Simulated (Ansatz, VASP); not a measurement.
**SnI2 in two plane-wave programs**

Wanted: the spread between two codes on one cell, functional and k mesh. The cell is generated by rule, not measured, and may not be a known phase. The cell is taken from a series of VASP runs on this material, whose earlier steps may have relaxed, scaled or displaced it; both programs get it as it stands. Other levels of theory on this material are compared in a session of their own.

Program: Ansatz 0.2.0. Level of theory: plane waves, with VASP 6.6.1 beside it; band structure at PBEsol. Results are calculated unless marked as measured.

The structure was built from a prototype and need not be the compound's stable phase.

## Step 1: The starting structure

Symmetry: Fm-3m, No. 225, cubic system. The conventional cell has a = 7.603 Å, b = 7.603 Å, c = 7.603 Å, α = 90.00°, β = 90.00°, γ = 90.00°. Nearest to Sn lie 8 I at 3.29 Å. Nearest to I lie 4 Sn at 3.29 Å. Farther neighbours and most contacts between anions are not listed.

## Step 2: VASP: band structure, PBEsol

The same path points are solved in both programs, so levels can be compared one by one.

Lines of VASP's logs that name or quote its potential files are left out, and so is its time.

INCAR

```
SYSTEM = SnI2
PREC = Accurate
ENCUT = 400
EDIFF = 1E-06
NELM = 100
ISMEAR = 0
SIGMA = 0.02
LREAL = .FALSE.
ALGO = Normal
GGA = PS
NBANDS = 27
LORBIT = 11
LWAVE = .FALSE.
LCHARG = .FALSE.
KPAR = 4
ISIF = 2
```

POSCAR

```
SnI2
1.0
    0.0000000000      3.8017140000      3.8017140000
    3.8017140000      0.0000000000      3.8017140000
    3.8017140000      3.8017140000      0.0000000000
Sn I
1 2
Direct
    0.0000000000      0.0000000000      0.0000000000
    0.2500000000      0.2500000000      0.2500000000
    0.7500000000      0.7500000000      0.7500000000
```

KPOINTS

```
Automatic mesh
0
Gamma
6 6 6
0 0 0
```

KPOINTS_OPT

```
Line mode
16
Line-mode
Reciprocal
  0.00000000   0.00000000   0.00000000 GAMMA
  0.50000000   0.00000000   0.50000000 X

  0.50000000   0.00000000   0.50000000 X
  0.50000000   0.25000000   0.75000000 W

  0.50000000   0.25000000   0.75000000 W
  0.37500000   0.37500000   0.75000000 K

  0.37500000   0.37500000   0.75000000 K
  0.00000000   0.00000000   0.00000000 GAMMA

  0.00000000   0.00000000   0.00000000 GAMMA
  0.50000000   0.50000000   0.50000000 L

  0.50000000   0.50000000   0.50000000 L
  0.62500000   0.25000000   0.62500000 U

  0.62500000   0.25000000   0.62500000 U
  0.50000000   0.25000000   0.75000000 W

  0.50000000   0.25000000   0.75000000 W
  0.50000000   0.50000000   0.50000000 L

  0.50000000   0.50000000   0.50000000 L
  0.37500000   0.37500000   0.75000000 K

  0.62500000   0.25000000   0.62500000 U
  0.50000000   0.00000000   0.50000000 X
```

Potentials, in the order of the species: Sn_d and I (PBE family, release 64).

Run with:

```console
$ mpirun -np 4 vasp_std
```

Numbers of over 12 decimals in the logs are rounded to 6 here.

Log:

```text
[banner, memory and clock lines left out]
running    4 mpi-ranks, on    1 nodes
 distrk:  each k-point on    1 cores,    4 groups
 distr:  one band on    1 cores,    1 groups

 POSCAR found type information on POSCAR SnI
 POSCAR found :  2 types and       3 ions
|                                                                             |
|               ----> ADVICE to this user running VASP <----                  |
|                                                                             |
|     You enforced a specific xc type in the INCAR file but a different       |
|     [... a line on the potential file left out ...]
|     I HOPE YOU KNOW WHAT YOU ARE DOING!                                     |
|                                                                             |

 LDA part: xc-table for (Slater+PW92), standard interpolation
 POSCAR, INCAR and KPOINTS ok, starting setup
 FFT: planning ... GRIDC
 FFT: planning ... GRID_SOFT
 FFT: planning ... GRID
 WAVECAR not read
 entering main loop
       N       E                     dE             d eps       ncg     rms          rms(c)
DAV:   1     0.195947990334E+03    0.19595E+03   -0.10328E+04   867   0.882E+02
DAV:   2     0.157056285641E+02   -0.18024E+03   -0.16794E+03   904   0.254E+02
DAV:   3    -0.808138554366E+01   -0.23787E+02   -0.23317E+02  1114   0.885E+01
DAV:   4    -0.901327838669E+01   -0.93189E+00   -0.92964E+00  1032   0.183E+01
DAV:   5    -0.904921188309E+01   -0.35933E-01   -0.35932E-01  1252   0.369E+00    0.481E+00
DAV:   6    -0.887119410953E+01    0.17802E+00   -0.29878E-01  1095   0.299E+00    0.306E+00
DAV:   7    -0.885962750901E+01    0.11567E-01   -0.14436E-01  1079   0.140E+00    0.104E+00
DAV:   8    -0.885961995307E+01    0.75559E-05   -0.22170E-02  1036   0.946E-01    0.263E-01
DAV:   9    -0.885974311392E+01   -0.12316E-03   -0.34783E-03  1097   0.376E-01    0.731E-02
DAV:  10    -0.885963725964E+01    0.10585E-03   -0.53149E-04   959   0.146E-01    0.375E-02
DAV:  11    -0.885966467483E+01   -0.27415E-04   -0.13703E-04   954   0.595E-02    0.371E-02
DAV:  12    -0.885966664158E+01   -0.19668E-05   -0.95334E-06   986   0.132E-02    0.195E-02
DAV:  13    -0.885966713074E+01   -0.48916E-06   -0.13336E-06   801   0.611E-03
   1 F= -.88596671E+01 E0= -.88596671E+01  d E =-.692152E-30
 Start KPOINTS_OPT (optional k-point list driver)
k-point batch [1-16\160]
       N       E                     dE             ncg
DAV:   1     0.454486808508E+03   -0.50256E+04      873
DAV:   2    -0.246402292038E+04   -0.29185E+04      923
DAV:   3    -0.286290601932E+04   -0.39888E+03     1092
DAV:   4    -0.287868974436E+04   -0.15784E+02      989
DAV:   5    -0.287926926842E+04   -0.57952E+00     1226
DAV:   6    -0.287928242865E+04   -0.13160E-01     1090
DAV:   7    -0.287928277364E+04   -0.34499E-03     1279
DAV:   8    -0.287928277792E+04   -0.42778E-05      901
DAV:   9    -0.287928277805E+04   -0.13869E-06      756
[...]
k-point batch [145-160\160]
       N       E                     dE             ncg
DAV:   1     0.492501990844E+03   -0.10111E+05      890
DAV:   2    -0.245158610717E+04   -0.29441E+04      907
DAV:   3    -0.285901194779E+04   -0.40743E+03     1058
DAV:   4    -0.287573822765E+04   -0.16726E+02      986
DAV:   5    -0.287634417597E+04   -0.60595E+00     1150
DAV:   6    -0.287635768227E+04   -0.13506E-01     1044
DAV:   7    -0.287635825413E+04   -0.57187E-03     1240
DAV:   8    -0.287635826054E+04   -0.64099E-05      903
DAV:   9    -0.287635826097E+04   -0.42836E-06      587
```

OUTCAR, selected parts (step 2):

```text
ion  position               nearest neighbor table
   1  0.000  0.000  0.000-   3 3.29   3 3.29   3 3.29   2 3.29   2 3.29   2 3.29   3 3.29   2 3.29

  LATTYP: Found a face centered cubic cell.
 ALAT       =     7.6034280000

 Subroutine GETGRP returns: Found 48 space group operations
 (whereof 48 operations were pure point group operations)

The static configuration has the point symmetry O_h .

 Found     16 irreducible k-points:

   k-points           NKPTS =     16   k-points in BZ     NKDIM =     16   number of bands    NBANDS=     27

   dimension x,y,z NGX =    36 NGY =   36 NGZ =   36
   dimension x,y,z NGXF=    72 NGYF=   72 NGZF=   72

   ENCUT  =  400.0 eV  29.40 Ry    5.42 a.u.   8.77  8.77  8.77*2*pi/ulx,y,z

   NELECT =      28.0000    total number of electrons

 k-points in reciprocal lattice and weights: Automatic mesh
   0.00000000  0.00000000  0.00000000       0.005
   0.16666667  0.00000000  0.00000000       0.037
   0.33333333  0.00000000  0.00000000       0.037
   0.50000000  0.00000000  0.00000000       0.019
   0.16666667  0.16666667  0.00000000       0.028
   0.33333333  0.16666667  0.00000000       0.111
   0.50000000  0.16666667  0.00000000       0.111
  -0.33333333  0.16666667  0.00000000       0.111
  -0.16666667  0.16666667  0.00000000       0.056
[...]
-0.33333333  0.33333333  0.16666667       0.111
  -0.33333333  0.50000000  0.16666667       0.056

 average (electrostatic) potential at core
       1-102.4875       2 -91.0048       3 -91.0048

 E-fermi :   4.2926

 k-point     1 :       0.0000    0.0000    0.0000
  band No.  band energies     occupation
    ...
     10       1.3905      2.00000
     11       1.3905      2.00000
     12       2.5801      2.00000
     13       2.5801      2.00000
     14       2.5801      2.00000
     15       5.7281      0.00000
     16       5.7281      0.00000
     17       5.7281      0.00000
     18       9.4136      0.00000
     19       9.4136      0.00000
    ...

 k-point     2 :       0.1667    0.0000    0.0000
  band No.  band energies     occupation
    ...
     10       1.3456      2.00000
     11       1.3456      2.00000
     12       2.4655      2.00000
     13       2.4655      2.00000
     14       3.2968      2.00000
     15       5.9177      0.00000
     16       5.9718      0.00000
     17       5.9718      0.00000
     18       9.9144      0.00000
     19       9.9144      0.00000
    ...

 k-point     3 :       0.3333    0.0000    0.0000
  band No.  band energies     occupation
    ...
     10       1.2911      2.00000
     11       1.3374      2.00000
     12       2.2056      2.00000
     13       2.2056      2.00000
     14       3.8332      2.00000
     15       6.6319      0.00000
     16       6.6319      0.00000
     17       7.0586      0.00000
     18      10.5782      0.00000
     19      10.9041      0.00000
    ...

  Total        0.7549123      0.7549123      0.7549123      0.0000000      0.0000000      0.0000000
  in kB       11.0062343     11.0062343     11.0062343      0.0000000      0.0000000      0.0000000
  external PRESSURE =      11.0062343 kB  Pullay stress =       0.0000000 kB

  energy-cutoff  :      400.00
  volume of cell :      109.89
      direct lattice vectors                 reciprocal lattice vectors
     0.000000000  3.801714000  3.801714000    -0.131519625  0.131519625  0.131519625
     3.801714000  0.000000000  3.801714000     0.131519625 -0.131519625  0.131519625
     3.801714000  3.801714000  0.000000000     0.131519625  0.131519625 -0.131519625

 POSITION                                       TOTAL-FORCE (eV/Angst)
 -----------------------------------------------------------------------------------
      0.00000      0.00000      0.00000        -0.000000     -0.000000     -0.000000
      1.90086      1.90086      1.90086         0.000000      0.000000      0.000000
      5.70257      5.70257      5.70257        -0.000000     -0.000000     -0.000000
 -----------------------------------------------------------------------------------
    total drift:                               -0.000000      0.000000      0.000000

  FREE ENERGIE OF THE ION-ELECTRON SYSTEM (eV)
  ---------------------------------------------------
  free  energy   TOTEN  =        -8.8596671307 eV

  energy  without entropy=       -8.8596671307  energy(sigma->0) =       -8.85966713

 total charge
# of ion       s       p       d       tot
------------------------------------------
    1        1.429   0.544   9.980  11.954
    2        1.518   2.751   0.018   4.287
    3        1.518   2.751   0.018   4.287
--------------------------------------------------
tot          4.466   6.045  10.017  20.528

[... 3 further parts left out ...]
```

The run ends at a pressure of 1.10 GPa.

## Step 3: Ansatz: band structure, PBEsol

Ansatz runs on its default PAW (the set named soft_2) files.

The same cell, functional, mesh and smearing now go to Ansatz, which takes its cutoff from its data sets.

input.yaml

```yaml
crystal:
  lattice:
    - [0.0, 3.801714, 3.801714]
    - [3.801714, 0.0, 3.801714]
    - [3.801714, 3.801714, 0.0]
  atoms:
    - { symbol: Sn, position: [0.0, 0.0, 0.0] }
    - { symbol: I, position: [0.25, 0.25, 0.25] }
    - { symbol: I, position: [0.75, 0.75, 0.75] }
hamiltonian:
  xc: pbesol
  pseudopotentials: { kind: paw }
kpoints:
  mp_grid: { grid: [6, 6, 6] }
  band_path:
    path:
      - [0.0, 0.0, 0.0]
      - [0.16667, 0.0, 0.16667]
      - [0.2, 0.0, 0.2]
      - [0.33333, 0.0, 0.33333]
      - [0.5, 0.0, 0.5]
      - [0.5, 0.08333, 0.58333]
      - [0.5, 0.18333, 0.68333]
      - [0.5, 0.25, 0.75]
      - [0.45, 0.3, 0.75]
      - [0.40833, 0.34167, 0.75]
      - [0.35, 0.35, 0.7]
      - [0.225, 0.225, 0.45]
      - [0.075, 0.075, 0.15]
      - [0.03333, 0.03333, 0.03333]
      - [0.23333, 0.23333, 0.23333]
      - [0.4, 0.4, 0.4]
      - [0.51667, 0.46667, 0.51667]
      - [0.55833, 0.38333, 0.55833]
      - [0.60833, 0.28333, 0.60833]
      - [0.60833, 0.25, 0.64167]
      - [0.55833, 0.25, 0.69167]
      - [0.51667, 0.25, 0.73333]
      - [0.5, 0.3, 0.7]
      - [0.5, 0.38333, 0.61667]
      - [0.5, 0.48333, 0.51667]
      - [0.475, 0.475, 0.55]
      - [0.425, 0.425, 0.65]
      - [0.38333, 0.38333, 0.73333]
      - [0.59167, 0.18333, 0.59167]
      - [0.55, 0.1, 0.55]
      - [0.5, 0.0, 0.5]
    npoints: 1
scf:
  occupations: { method: gaussian, width: 0.02 }
  n_extra_bands: 7
output:
  forces: true
  stress: true
  eigenvalues: true
```

Run with:

```console
$ ansatz run input.yaml --threads 2 --pin off --max-ram 4608MiB --backend cpu --events-out ev --progress --plain --runs-dir out
```

Log:

```text
scf.n_extra_bands = 7 over 24 filled bands (N_el = 48.0): the run solves 31 bands
Engine: ansatz 0.2.0, x86_64-unknown-linux-gnu
Pseudopotentials: kind: paw
Pseudopotential: Sn, paw, valence charge 14, recommended cutoff 420 eV (normal), Sn.paw.azcp
Pseudopotential: I, paw, valence charge 17, recommended cutoff 420 eV (normal), I.paw.azcp
Functional definition: PBEsol
  exchange = pbesol_x
  correlation = pbesol_c
Crystal: 3 atoms, lattice volume = 109.893 Å³
Basis set: ecut = 420 eV, 2109 PW (Γ), exchange–correlation on 72×72×72 points (8 copies of the dense FFT grid, shifted against one another)
Bands: 31, of which v1, the nominal top of the filled ones, is band 24 counted from 1 (23 counted from 0)
Symmetry: 48 space group operations
Space group: Fm-3m (ITA 225), of the structure as read, at distance tolerance 4.8e-5 Å
k-points: 16 of 216
Non-local potential: Sn, projectors of the file, l = 0: 2, l = 1: 2, l = 2: 2, l = 3: 2
Non-local potential: I, projectors of the file, l = 0: 2, l = 1: 2, l = 2: 2, l = 3: 2
PAW form: soft (Blöchl's): semilocal exchange-correlation on the pseudo side does not see the compensation charge
PAW frozen core: Sn, regenerated for the run's functional, and the local potential with it (the file was generated under x = pbe(κ = 0.804, μ = 0.219515), c = pbe(β = 0.066725))
PAW frozen core: I, regenerated for the run's functional, and the local potential with it (the file was generated under x = pbe(κ = 0.804, μ = 0.219515), c = pbe(β = 0.066725))
PAW one-centre angular grid: Sn, 590 points (default); XC on 64 Gauss nodes
PAW one-centre angular grid: I, 590 points (default); XC on 64 Gauss nodes
Initial density: superposition of atomic densities (neutral atoms: chi_scale 0, normalization atom), corrected by the library's trained network
Initial wavefunctions: pseudopotential atomic-orbital guess
Functional: x = pbesol(κ = 0.804, μ = 0.123457), c = pbesol(β = 0.046)
SCF iter   1: F=—  HF=-20815.466417 eV  |F-HF|=—  |Δ(HF+E_count)|=         —  Δρ=2.82e-3  dr2=1.36e-2  ethr=1.77e-3  ⟨swp⟩=9.4  Hψ=2632  notcnv=0
preconditioner: auto → Resta (q_TF=auto, 2.376 Å⁻¹)  ε∞=3.2  [insulator: Δε(μ)=1.241 eV  Ē_g=10.034 eV  σ=0.020 eV  W_gap=1.00  n_scr=26 (ndim 8)  ℏωp=15.0 eV  f_vac=0.112  D(μ)=0.00/eV (n_scr^D=0)  ε∞_Penn≈3.2]
SCF iter   2: F=—  HF=-20815.461237 eV  |F-HF|=—  |Δ(HF+E_count)|=   5.18e-3  Δρ=1.54e-3  dr2=3.03e-3  ethr=2.84e-5  ⟨swp⟩=3.0  Hψ=992  notcnv=0  defer=31
SCF iter   3: F=—  HF=-20815.461070 eV  |F-HF|=—  |Δ(HF+E_count)|=   1.67e-4  Δρ=4.19e-4  dr2=1.46e-4  ethr=6.32e-6  ⟨swp⟩=2.1  Hψ=771  notcnv=0  defer=31
SCF iter   4: F=—  HF=-20815.461021 eV  |F-HF|=—  |Δ(HF+E_count)|=   4.87e-5  Δρ=1.58e-4  dr2=2.90e-5  ethr=3.05e-7  ⟨swp⟩=2.8  Hψ=887  notcnv=0  defer=31
SCF iter   5: F=—  HF=-20815.461078 eV  |F-HF|=—  |Δ(HF+E_count)|=   5.66e-5  Δρ=5.36e-5  dr2=5.01e-6  ethr=6.05e-8  ⟨swp⟩=2.0  Hψ=923  notcnv=0  defer=31
SCF iter   6: F=—  HF=-20815.461082 eV  |F-HF|=—  |Δ(HF+E_count)|=   4.58e-6  Δρ=2.41e-5  dr2=8.38e-7  ethr=1.04e-8  ⟨swp⟩=2.0  Hψ=849  notcnv=0  defer=31
SCF iter   7: F=-20815.461083 eV  HF=-20815.461083 eV  |F-HF|=1.03e-7  |Δ(HF+E_count)|=   2.80e-7  Δρ=5.84e-6  dr2=5.82e-8  ethr=2.08e-10  ⟨swp⟩=9.0  Hψ=2774  notcnv=0
SCF 1 converged in 7 iterations: F = -20815.461083 eV  dr2 = 5.82e-8
  greatest PAW one-centre occupation: 0.999 electrons in one spin orbital (limit 2), on the I atom at site 2 (counted from 0), in its partial waves of l = 2
NSCF: frozen V_eff on 31 k-points
SCF converged after 7 iterations
Free energy (F): -20815.461083 eV
Harris-Foulkes:  -20815.461083 eV  (|F-HF|=1.03e-7)
Internal energy: -20815.461083 eV  (E = F + TS)
E sigma→0 (E₀):  -20815.461083 eV
Fermi energy:    7.272772 eV
--- Per-component energies (eV) ---
  E_band       = -864.578123
  E_kinetic    = 564.144380
  E_local      = -4963.302839  (includes V_loc(G=0)·N_el)
  E_nonlocal   = -209.581443
  E_hartree    = 2638.982367
  E_xc         = -634.730712
  E_vxc        = -354.690200  (∫ρ·V_xc dr)
  E_paw        = -13532.421030  (= ΣΔE_a)
  E_vpaw       = -1179.106594  (= ΣTr[D̂ρ^β])
  E_aug_tail   = 0.000090  (compensation charges beyond the density's cutoff)
  E_ewald      = -4679.661020
  E_core_change = 1.109124  (= ΣΔE_core)
  E_smearing   = -0.000000  (= −TS)
  E_closure    = -0.000000  (closes the sum)
  Σ components = -20815.461083   (vs F -20815.461083, Δ=0.00e0)
--- Forces (eV/Å), atoms counted from 1 ---
  atom   1  Sn    -0.00000000     0.00000000    -0.00000000
  atom   2  I      0.00000000    -0.00000000    -0.00000000
  atom   3  I      0.00000000    -0.00000000     0.00000000
  max |Σ_I F_I| component: 9.25e-18 eV/Å
--- Stress (GPa, compression-positive) ---
        1.116011       0.000000      -0.000000
        0.000000       1.116011      -0.000000
       -0.000000       0.000000       1.116011
  P = ⅓ Tr σ = 1.1160 GPa (11.160 kbar)
--- Band table (eV; the first three rows and the last of 16) ---
  k-point 0: bands = [... 20 lower, 3.8802, 5.0692, 5.0692, 5.0692, 8.2201, 8.2201, 8.2201, 11.9254, ... 3 higher]
  k-point 1: bands = [... 20 lower, 3.8355, 4.9546, 4.9546, 5.7848, 8.4097, 8.4640, 8.4640, 12.4277, ... 3 higher]
  k-point 2: bands = [... 20 lower, 3.8270, 4.6947, 4.6947, 6.3207, 9.1242, 9.1242, 9.5490, 13.0814, ... 3 higher]
  k-point 15: bands = [... 20 lower, 4.8584, 5.2827, 6.3035, 6.5171, 9.3491, 9.6659, 10.1833, 12.7366, ... 3 higher]
```

Run time: 2.6 s. Hardware: 2 threads of Intel Xeon at 2.60GHz (Ice Lake), shared host; peak memory 0.46 GiB; 4.9 s of CPU time.

In the SCF lines HF is the Harris–Foulkes energy and dr2 the Hartree energy of the density residual, in eV; the loop may stop once dr2 is under the threshold and the program's other checks hold. Hψ counts applications of the Hamiltonian.

## Step 4: Comparison

Known differences besides the potentials themselves: the data sets hold 48 valence electrons in Ansatz (default PAW (the set named soft_2) files) and 28 in VASP; the cutoff is 420 eV in Ansatz and 400 eV in VASP; Ansatz makes its cores anew for this functional, VASP keeps those of its PBE data sets; VASP leaves aspherical gradient terms in its spheres out (LASPH is not set), Ansatz keeps them. Total energies have different zeros and are not compared.

Compared:

| quantity | Ansatz | VASP | difference |
| --- | --- | --- | --- |
| pressure (GPa) | 1.12 | 1.10 | +0.02 |
| gap over the path points (eV) | 1.270 | 1.263 | +0.006 |

Levels at points of the path, from each program's valence-band top (eV; 4 filled, then empty):

| k (reciprocal lattice) | Ansatz | VASP |
| --- | --- | --- |
| 0.000 0.000 0.000 | -2.74 -1.55 -1.55 -1.55 1.60 1.60 1.60 | -2.75 -1.56 -1.56 -1.56 1.59 1.59 1.59 |
| 0.167 0.000 0.167 | -2.19 -1.48 -1.18 -1.18 1.30 2.19 2.19 | -2.20 -1.49 -1.18 -1.18 1.29 2.18 2.18 |
| 0.200 0.000 0.200 | -1.97 -1.49 -1.07 -1.07 1.27 2.42 2.42 | -1.97 -1.49 -1.07 -1.07 1.26 2.41 2.41 |
| 0.333 0.000 0.333 | -1.61 -0.88 -0.66 -0.66 1.44 3.35 3.35 | -1.61 -0.88 -0.66 -0.66 1.44 3.35 3.35 |
| 0.500 0.000 0.500 | -1.73 -0.41 -0.41 0.00 1.75 3.84 3.84 | -1.74 -0.41 -0.41 0.00 1.75 3.83 3.83 |
| 0.500 0.083 0.583 | -1.60 -0.88 -0.39 -0.03 2.12 3.54 3.77 | -1.61 -0.88 -0.39 -0.03 2.12 3.53 3.76 |
| 0.500 0.183 0.683 | -1.95 -1.29 -0.30 -0.12 2.84 2.97 3.50 | -1.95 -1.30 -0.30 -0.12 2.83 2.96 3.50 |
| 0.500 0.250 0.750 | -2.64 -1.20 -0.25 -0.18 2.82 3.22 3.22 | -2.64 -1.21 -0.25 -0.18 2.81 3.21 3.21 |
| 0.450 0.300 0.750 | -2.12 -1.21 -0.42 -0.16 2.92 3.03 3.39 | -2.12 -1.21 -0.42 -0.16 2.91 3.03 3.38 |
| 0.408 0.342 0.750 | -1.68 -1.22 -0.73 -0.14 2.97 3.09 3.40 | -1.68 -1.22 -0.73 -0.14 2.97 3.08 3.39 |

Among the levels compared at these points, filled levels agree within 4 meV and empty ones within 9 meV. Ansatz's pressure holds a Pulay correction of 0.02 GPa; VASP's holds none.

## Step 5: What came out

- difference in gap over the path points (band structure, PBEsol): 0.0064 eV

In words: The difference in gap over the path points is 0.0064 eV (band structure, PBEsol), within the 0.08 eV picked in this series as the mark of a large difference. 4 further runs of this series are not shown here. How closely two codes agree says nothing of how well the functional describes the real material.

[Lines on the potential files, build, host, timing and source positions are cut from VASP's logs without a mark.]

[Logs are printed without paths, hosts, clocks, repeated set-up lines and the standing remarks that a program may print on its own settings, such as how far it seeks lower states.]

[Hosts, paths, dates, database ids (printed as entryN), source tags and the programs' standing remarks are cut or masked in the printed files.]
